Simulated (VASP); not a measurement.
OSZICAR of a VASP run on V (bcc):

File OSZICAR:
```
       N       E                     dE             d eps       ncg     rms          rms(c)
DAV:   1     0.821463139674E+02    0.82146E+02   -0.71949E+03  3900   0.142E+03
DAV:   2    -0.940724459767E+01   -0.91554E+02   -0.89671E+02  4028   0.367E+02
DAV:   3    -0.107527724165E+02   -0.13455E+01   -0.13268E+01  4028   0.526E+01
DAV:   4    -0.107600635092E+02   -0.72911E-02   -0.72906E-02  3948   0.415E+00
DAV:   5    -0.107601514917E+02   -0.87983E-04   -0.87985E-04  4026   0.441E-01    0.244E+01
DAV:   6    -0.955052132040E+01    0.12096E+01   -0.41825E+00  3922   0.323E+01    0.460E+00
DAV:   7    -0.951783395843E+01    0.32687E-01   -0.58412E-02  3946   0.306E+00    0.162E+00
DAV:   8    -0.950934805060E+01    0.84859E-02   -0.78207E-03  3916   0.161E+00    0.551E-02
DAV:   9    -0.950929205266E+01    0.55998E-04   -0.15034E-04  3928   0.227E-01    0.302E-02
DAV:  10    -0.950929911861E+01   -0.70659E-05   -0.46024E-06  3862   0.273E-02    0.334E-03
DAV:  11    -0.950929930247E+01   -0.18386E-06   -0.60183E-07  1972   0.125E-02
   1 F= -.62840948E+01 E0= -.62840225E+01  d E =-.628409E+01
       N       E                     dE             d eps       ncg     rms          rms(c)
DAV:   1    -0.136131749743E+02   -0.41039E+01   -0.10787E+02  3902   0.182E+02    0.356E+01
DAV:   2    -0.910392480964E+01    0.45093E+01   -0.13115E+01  3908   0.641E+01    0.478E+00
DAV:   3    -0.890534269765E+01    0.19858E+00   -0.61790E-01  3922   0.123E+01    0.531E+00
DAV:   4    -0.888757036813E+01    0.17772E-01   -0.47909E-02  3902   0.357E+00    0.446E-01
DAV:   5    -0.888729476837E+01    0.27560E-03   -0.76861E-03  3936   0.132E+00    0.112E-01
DAV:   6    -0.888714421019E+01    0.15056E-03   -0.15462E-04  3910   0.203E-01    0.123E-02
DAV:   7    -0.888714017493E+01    0.40353E-05   -0.78235E-06  3958   0.430E-02    0.240E-03
DAV:   8    -0.888714094673E+01   -0.77180E-06   -0.58491E-08  1950   0.378E-03
   2 F= -.61418194E+01 E0= -.61419524E+01  d E =0.142275E+00
       N       E                     dE             d eps       ncg     rms          rms(c)
DAV:   1    -0.120973752572E+02   -0.32102E+01   -0.65061E+01  3900   0.156E+02    0.203E+01
DAV:   2    -0.943831292992E+01    0.26591E+01   -0.10336E+01  3910   0.480E+01    0.216E+00
DAV:   3    -0.940450519896E+01    0.33808E-01   -0.62830E-02  3900   0.340E+00    0.157E+00
DAV:   4    -0.939641915045E+01    0.80860E-02   -0.29318E-02  3902   0.253E+00    0.261E-01
DAV:   5    -0.939634069337E+01    0.78457E-04   -0.27354E-04  3938   0.257E-01    0.177E-01
DAV:   6    -0.939629011460E+01    0.50579E-04   -0.51672E-05  3910   0.127E-01    0.417E-02
DAV:   7    -0.939628457906E+01    0.55355E-05   -0.22203E-06  3112   0.274E-02    0.649E-03
DAV:   8    -0.939628440805E+01    0.17101E-06   -0.64616E-08  1950   0.424E-03
   3 F= -.63088069E+01 E0= -.63086745E+01  d E =-.247121E-01
       N       E                     dE             d eps       ncg     rms          rms(c)
DAV:   1    -0.939189098850E+01    0.43936E-02   -0.11609E-02  3902   0.199E+00    0.306E-01
DAV:   2    -0.939139677548E+01    0.49421E-03   -0.18113E-03  3916   0.670E-01    0.427E-02
DAV:   3    -0.939138849701E+01    0.82785E-05   -0.18840E-05  3914   0.616E-02    0.350E-02
DAV:   4    -0.939138685188E+01    0.16451E-05   -0.49723E-06  3902   0.324E-02    0.219E-03
DAV:   5    -0.939138675397E+01    0.97915E-07   -0.11912E-07  1950   0.544E-03
   4 F= -.63088431E+01 E0= -.63087075E+01  d E =-.247483E-01
```

Question: Which electronic solver shows in the log?

Answer: It is blocked Davidson (ALGO = Normal, or the opening steps of other solvers). The INCAR had ALGO = Normal.

Question: How was spin treated?

Answer: Without spin polarisation: there is no mag entry.

Question: Can the final energy be trusted as converged?

Answer: The calculation finished and met its thresholds. It stopped with EDIFF = 1E-6, NELM = 100, NSW = 40 and EDIFFG = -0.02 after 4 ionic steps (PBEsol GGA, plane waves, VASP's PBE PAW potentials (set 64)). Energy and stress use the plane-wave basis of the starting cell.

The compound is V in the bcc structure. This run relaxes it under an external pressure of 45 GPa. Symmetry was kept, so distortions that lower it aren't found. The run is not spin-polarised, so no magnetic state was tried.
